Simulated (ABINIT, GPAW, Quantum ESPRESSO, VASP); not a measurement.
# Code comparison for KMnF3 (P1, 5 atoms in the cell)

Self-consistent single point, at a second geometry (atoms moved at random). First geometry:

```
KMnF3
1.0
    4.18268     0.00000     0.00000
    0.00000     4.18268     0.00000
    0.00000     0.00000     4.18268
K Mn F
1 1 3
Direct
  0.50000   0.50000   0.50000
  0.00000   0.00000   0.00000
  0.50000   0.00000   0.00000
  0.00000   0.50000   0.00000
  0.00000   0.00000   0.50000
```
Moments meant for the start (each program seeds them in its own way; μB, in the order of the atoms K Mn F F F): 0.0 4.0 0.0 0.0 0.0.

Second geometry:
```xyz
5
Lattice="4.1827 0.0000 0.0000 0.0000 4.1827 0.0000 0.0000 0.0000 4.1827" Properties=species:S:1:pos:R:3 pbc="T T T"
K      2.1217     2.0721     2.0908
Mn     0.0221    -0.0075     0.0568
F      2.0725     0.0290    -0.0419
F     -0.0480     2.1167    -0.0096
F      0.0144    -0.0276     2.0866
```
Moments meant for the start (each program seeds them in its own way; μB, in the order of the atoms K Mn F F F): 0.0 4.0 0.0 0.0 0.0.

Shared settings, as Quantum ESPRESSO writes them: occupations = smearing; smearing = fd; degauss = 0.00147 Ry; nspin = 2; K_POINTS = automatic 4 4 4 0 0 0. Potentials and cutoffs stand in the table.

```
code                                                                                        model  ΔF from the first geometry (meV/atom)  pressure (GPa)  largest force (eV/Å)  gap on the mesh (eV)  size of the net moment (μB/atom)  cutoff
----------------  -------------------------------------------------------------------------------  -------------------------------------  --------------  --------------------  --------------------  --------------------------------  ------
GPAW                                LDA (Perdew-Wang 92), GPAW PAW datasets LDA (gpaw-data 1.0.1)                                    4.5               –                 0.496                 0.707                              1.00  900 eV
Quantum ESPRESSO           LDA (PW92), PseudoDojo standard norm-conserving (LDA) pseudopotentials                                    4.4           -4.38                 0.466                 0.979                              1.00  100 Ry
VASP                                                 LDA (PZ), VASP's LDA PAW potentials (set 64)                                    4.4          -11.76                 0.479                 0.874                              1.00  400 eV
ABINIT            LDA (PW92), norm-conserving pseudopotentials (PseudoDojo nc-sr-04 LDA standard)                                    4.4           -4.39                 0.466                 0.979                              1.00   48 Ha
```

Size of the force on each atom (eV/Å): Sizes of forces hide their directions.

```
code                 K1    Mn2     F3     F4     F5
----------------  -----  -----  -----  -----  -----
GPAW              0.064  0.496  0.236  0.247  0.288
Quantum ESPRESSO  0.065  0.466  0.213  0.228  0.247
VASP              0.064  0.479  0.218  0.230  0.260
ABINIT            0.065  0.466  0.213  0.228  0.247
```

A dash marks a value that a program does not give, or that is left out as unsure.

Gaps are read on the mesh.

On GPAW's run: with one magnetic atom in the cell only a parallel order is possible.

The spread over the programs that give each value: ΔF from the first geometry within 0.1 meV/atom; pressure within 7.38 GPa; largest force within 0.030 eV/Å; gap on the mesh within 0.272 eV; size of the net moment within 0.00 μB/atom.

The pressure of GPAW is left out: its cutoff lies under the one at which its stress was checked. The same LDA comes in different parametrisations, which differ slightly. In the pressure, VASP (by 7.37) lies more than 1 GPa from the median of the plane-wave programs. In the gap, GPAW (by 0.220) lies more than 0.12 eV from the median of the plane-wave programs.

VASP's run is marked for a possible Pulay error in its stress at this cutoff; no cutoff test was made.

The starting cell comes from a database of computed structures (which also holds hypothetical and non-ambient phases and stackings), without a prior relaxation at this level. For this run, on top of that: atoms moved at random.

Left out of this page: Ansatz, CP2K, FLEUR and SIESTA (not drawn, or without a comparable value).
